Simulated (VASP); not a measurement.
Hf3Ti:

```
Hf Ti
1.0
     3.00699    0.00000    0.00000
    -1.50349    2.60413    0.00000
     0.00000    0.00000    7.56568
Hf Ti
3 1
Direct
  0.33333 0.66667 0.50000
  0.00000 0.00000 0.80333
  0.00000 0.00000 0.19667
  0.33333 0.66667 0.00000
```

The cell was built by a generator and needn't be a form met in nature.

* Program: VASP 6.6.1
* Task: relaxation of cell and atoms
* Functional: PBE
* Potentials or basis: VASP PAW PBE potentials, release 64 (Hf_pv, Ti_sv)
* Cutoff: 600 eV
* k mesh: 10 × 10 × 4
* Occupations: methfessel-paxton, width 0.2 eV
* Spin: no spin polarisation

At the start: pressure 76.1 GPa; volume 14.81 Å³/atom.

How do energy, volume and symmetry change on relaxing?

Over 13 steps the energy falls by 1832.5 meV/atom and the volume is 21.23 Å³/atom (+43.3 %); space group P-6m2 (No. 187, to 0.05 Å).

Step by step:
| step | energy change (eV) | largest force (eV/Å) | pressure (GPa) | volume (Å³) |
| --- | --- | --- | --- | --- |
| 1 | 0.0000 | 6.7680 | 76.10 | 59.24 |
| 2 | -1.4681 | 0.1505 | -20.30 | 142.19 |
| 3 | -6.3802 | 1.3137 | -5.93 | 92.26 |
| 4 | -6.4153 | 1.4542 | -3.59 | 89.90 |
| 5 | -6.4186 | 1.5231 | -2.51 | 88.85 |
| 6 | -7.0041 | 0.9625 | -1.13 | 86.57 |
| 7 | -7.3176 | 0.1283 | 1.94 | 83.46 |
| 8 | -7.3178 | 0.0765 | 2.23 | 83.24 |
| 9 | -7.3126 | 0.0249 | -2.37 | 86.87 |
| 10 | -7.3297 | 0.0254 | 0.05 | 84.87 |
| 11 | -7.3297 | 0.0268 | 0.06 | 84.84 |
| 12 | -7.3301 | 0.0202 | 0.04 | 84.89 |
| 13 | -7.3301 | 0.0191 | 0.04 | 84.91 |

Final structure:
```
Hf Ti
1.0
     3.15552    0.00000    0.00000
    -1.57776    2.73276    0.00000
     0.00000    0.00000    9.84605
Hf Ti
3 1
Direct
  0.33333 0.66667 0.50000
  0.00000 0.00000 0.75958
  0.00000 0.00000 0.24042
  0.33333 0.66667 0.00000
```

Caveat: the volume moved by over 15 % at a fixed basis, so the end points are rough.
